Squeeze a crystal and it pushes back, harder with each step. For InAs, six of the volumes below come with their energies and pressures, the tightest of them at 26.39 Å³ per atom. How much would one more equal step, to 25.84, cost, and can the gentler volumes tell?

VASP 6.6.1, r2SCAN with the recommended PAW PBE potentials (In_d, As), without spin polarisation, for zincblende InAs scaled uniformly with fractional coordinates fixed. Plane-wave cutoff 520 eV, 8×8×8 k mesh, Fermi–Dirac smearing of 0.05 eV. Energies are counted from the minimum of the fitted equation of state.

```
volume (Å³/atom)  energy (meV/atom)  pressure (GPa)
           25.84                  ?               ?
           26.39              32.87           5.300
           26.94              17.36           3.710
           27.49               7.07           2.260
           28.04               1.47           0.990
           28.59               0.04          -0.360
           29.14               2.30          -1.400
```

Every row is the same zincblende crystal scaled as a whole, so all In–As bonds shorten together, as the cube root of the volume. The energy is counted from the minimum of a smooth curve through the calculated points. A positive pressure means that the cell pushes outward and has to be held in.

From 26.39 to 28.04: the compressed cells

The energy climbs ever faster as the volume shrinks: the step from 28.04 to 27.49 costs 5.6 meV per atom, the one from 26.94 to 26.39 costs 15.5. That alone does not show that the crystal stiffens, because any spring costs more to compress the further it is already compressed. The pressure shows it more directly. A spring of constant strength would answer equal volume steps with equal rises in pressure.

Here the rises grow, from 1.27 GPa for the gentlest of these steps to 1.59 GPa for the tightest. The stiffness against uniform squeezing is the bulk modulus, the volume times the pressure rise per unit of volume lost. For the tightest step it comes to

26.67 × 1.59 / 0.55 = 77 GPa,

against 57 GPa at the energy minimum. Bonds only about 2 % shorter have made the crystal stiffer by a third.

The cause is standard physics of bonding, which the table does not split into parts. Two forces balance in a bond. The attraction, from electrons shared between the atoms, changes rather gently with distance. The repulsion rises steeply, because electrons confined to a smaller space gain kinetic energy and because the Pauli principle resists the overlap of filled shells. At the minimum the two cancel; on compression the steeper one takes over, and each further bit of shortening meets a stronger increase in force.

A simple force law shows how steep the balance has to be. Let the repulsive energy fall with bond length d as 1/dᵐ and the attractive energy as 1/dⁿ. The bulk modulus then rises by 2 + (m + n)/3 GPa for each GPa of applied pressure, counted at the minimum. Kinetic energy of confinement against plain electrostatic attraction, with m = 2 and n = 1, would give 3. The calculated crystal gives about 5, so its net law is steeper; overlapping shells would push it that way, though one number cannot say which term is responsible.

28.59 and 29.14: the minimum and the stretched side

At 28.59 the energy has all but vanished, and at 29.14 it rises again. The same imbalance of forces now works the other way: stretching weakens the repulsion faster than the attraction, and the crystal softens. A constant spring with the modulus of the minimum would ask 2.40 meV per atom at 29.14; the calculation finds 2.30. At 26.39 the same spring would ask only 28.2, far less than the calculated 32.87.

The pressures of these two rows should not be trusted to better than about 0.2 GPa. Both lie beyond the minimum, and from the first to the second the energy rises from 0.04 to 2.30 meV per atom, which implies a mean pressure of −0.66 GPa, while the printed pressures average −0.88 GPa. With smeared occupations the stress is strictly the slope of the free energy, but that lies at most 0.15 meV per atom below these energies and shifts the slope the wrong way to close the gap. Since the energies stay smooth, this points to an error in the calculated stress and not to a change in the crystal. A grid or set of plane waves that changes in a jump as the cell grows may be behind it; repeating the rows on one fixed grid would test that guess.

The error matters to whoever wants the equilibrium volume. A straight line between the printed pressures crosses zero at 28.44 Å³ per atom, whereas the energies have their minimum at 28.52. The energies are the safer guide here. Both values come from a usual working cutoff and k mesh, not from their converged limits, and both belong to a static lattice; zero-point motion and warmth, left out of the calculation, would normally expand the crystal a little.

Back to the top: 25.84

The forecast needs a curve that stiffens in the right way. A parabola in volume does not, but one in the inverse square of the bond length does so by itself, since that quantity grows ever faster as the bonds shorten. Let V be the volume, V₀ its value at the minimum, B the bulk modulus there and B′ the rise of B per unit of pressure. The compression is then measured by

y = (V₀/V)^(2/3) − 1.

Near the minimum, y is two thirds of the fractional loss of volume, so the ordinary spring energy B(V − V₀)²/(2V₀) turns into (9/8) V₀ B y². One further term, in y³, lets B′ differ from the value of 4 that the parabola in y implies. The result is the third-order Birch–Murnaghan curve:

E = (9/8) V₀ B y² [1 + (B′ − 4) y/2].

Its four constants, the three above and the zero of energy, were fitted to the six known energies only; the withheld row and all pressures stayed out. The fit gives V₀ = 28.52 Å³ per atom, B = 56.8 GPa and B′ = 4.97. With only two volumes beyond the minimum, B′ is the least certain of the three.

For 25.84 the ratio of volumes gives y = 0.0680. The product V₀B is 28.52 × 56.8 GPa Å³, and division by 160.2 GPa per eV/Å³ turns it into 10.11 eV, or 10110 meV. The energy follows as

E = 1.125 × 10110 × 0.0680² × (1 + 0.97 × 0.0340) = 54.3 meV per atom.

The forecast is therefore 54.3 ± 0.3 meV per atom. The bar is a judgement, about as wide as the gap to the simpler curve with B′ held at 4, which gives 53.9. The slope of the fitted curve gives a pressure of 7.2 ± 0.25 GPa, where the bar leaves room for a stress error like that of the stretched cells. The step should cost more energy than the one before it and raise the pressure by more, with no sign of a transition.

The withheld rows as computed:

```
volume (Å³/atom)  energy (meV/atom)  pressure (GPa)
           25.84              54.25           7.080
```

The energy lands within 0.04 meV per atom of the forecast, well inside the bar. The simpler curve falls 0.35 short. This one row thus supports the extra steepness that the six others had suggested: a modulus slope of 4 is too low for this crystal, even over so short a reach.

The pressure, 7.08 GPa, lies 0.08 GPa below the forecast curve, which is about 1 % of its value and well inside the bar. It rose by 1.78 GPa over the step, more than the 1.59 of the step before, as foreseen. The small miss has the same sign as in all the other rows, where the printed pressures also lie below the slope of the energy. A finite set of plane waves commonly shifts the stress in this direction, which makes it a possible but untested cause. It does not by itself explain why the gap widens towards the smallest cells, and extrapolation is hardly to blame: the curve met this row's energy so closely that a fit to all seven energies is expected to leave most of the gap in place. The larger error of the stretched cells did not return.

The smooth energy also needs a careful reading. It shows that zincblende InAs stiffens without a break, not that InAs would stay zincblende. The calculation holds the structure fixed and could not reveal a better one. Real InAs gives up this structure at roughly 7 GPa, a recalled figure, so the last row may describe a crystal that is already on borrowed time.

For another crystal held in its structure, the same reasoning gives a quick rule. To first order, the energy exceeds that of a constant spring by a share of (B′ + 1)/3 times the fractional compression, or about twice the compression when B′ is near 5. At 25.84 the volume is 9.4 % below the minimum, so the rule promises an extra 19 %; the calculation gives 22 %, because higher terms have begun to count. A crystal with a steeper repulsion, and so a larger B′, would leave the constant spring behind sooner. The printed analysis that follows sets the spring, the fitted curve and the calculated pressures side by side.

The analysis program printed:

```
fit of energy on 6 rows: constant 7.077 +/- 0.0064, coefficient of u 588.5 +/- 0.46, coefficient of u**2 12380 +/- 12, coefficient of u**3 5917 +/- 524; rms 0.00552, worst 26.94 -0.0079, leave-one-out rms 0.0395
  rows outside the fit (model, value, miss): 25.84 54.28, 54.25, 0.034
fit of energy on 6 rows: constant 7.104 +/- 0.039, coefficient of u 593.2 +/- 1.3, coefficient of u**2 12286 +/- 60; rms 0.0444, worst 28.59 -0.0605, leave-one-out rms 0.142
  rows outside the fit (model, value, miss): 25.84 53.9, 54.25, -0.349
equilibrium volume from six energies [A^3/atom]: 28.52
bulk modulus from six energies [GPa]: 56.82
pressure slope of the bulk modulus: 4.966
volume where the interpolated printed pressure is zero [A^3/atom]: 28.44
forecast energy at the withheld volume, error bar 0.3 [meV/atom]: 54.28
computed less forecast energy [meV/atom]: -0.034
third-order less second-order forecast [meV/atom]: 0.3834
forecast pressure at the withheld volume, error bar 0.25 [GPa]: 7.164
computed pressure at the withheld volume [GPa]: 7.08
computed less forecast pressure [GPa]: -0.0841
energy cost of the last known compression step [meV/atom]: 15.51
forecast energy cost of the withheld step [meV/atom]: 21.41
pressure rise of the last known compression step [GPa]: 1.59
forecast pressure rise of the withheld step [GPa]: 1.864
Bonds and energies and pressures (step values join a row to the one above):
    row  bond A  constant-spring energy meV  energy beyond spring meV  pressure from energy fit GPa  printed less fit GPa  step pressure from energies GPa  step mean of printed GPa
  25.84    2.56                       44.61                     9.638                         7.164               -0.0841                              n/a                       n/a
  26.39   2.578                       28.17                     4.698                         5.346              -0.04591                            6.228                      6.19
  26.94   2.596                       15.49                     1.866                         3.728              -0.01769                            4.518                     4.505
  27.49   2.614                       6.577                    0.4917                         2.287               -0.0266                            2.998                     2.985
  28.04   2.631                       1.423                   0.04542                         1.003              -0.01269                            1.631                     1.625
  28.59   2.648                     0.03184                  0.007017                       -0.1415               -0.2185                           0.4166                     0.315
  29.14   2.665                       2.402                   -0.1035                        -1.161               -0.2386                          -0.6583                     -0.88
```
